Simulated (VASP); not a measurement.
Data:

```yaml
crystal:
  lattice:
    - [0.00000, 2.18970, 2.18970]
    - [2.18970, 0.00000, 2.18970]
    - [2.18970, 2.18970, 0.00000]
  atoms:
    - { symbol: Si, position: [0.00000, 0.00000, 0.00000] }
    - { symbol: C, position: [0.25000, 0.25000, 0.25000] }
```

These are PBE0 hybrid, VASP's PBE PAW potentials (set 64) (plane waves; VASP) values and carry that method's errors. Numerical set-up: 520 eV cut-off, 8×8×8 Γ-centred mesh, Gaussian smearing of 0.050 eV, potentials Si C.

Task: Give the stress tensor in GPa (positive for a compressed cell).

Result: 
```
-5.19   0.00   0.00
 0.00  -5.19   0.00
 0.00   0.00  -5.19
```
The pressure is its mean diagonal, -5.19 GPa.

The compound is SiC in the zinc blende structure. It was relaxed first. The cell's shape comes from a PBE relaxation.
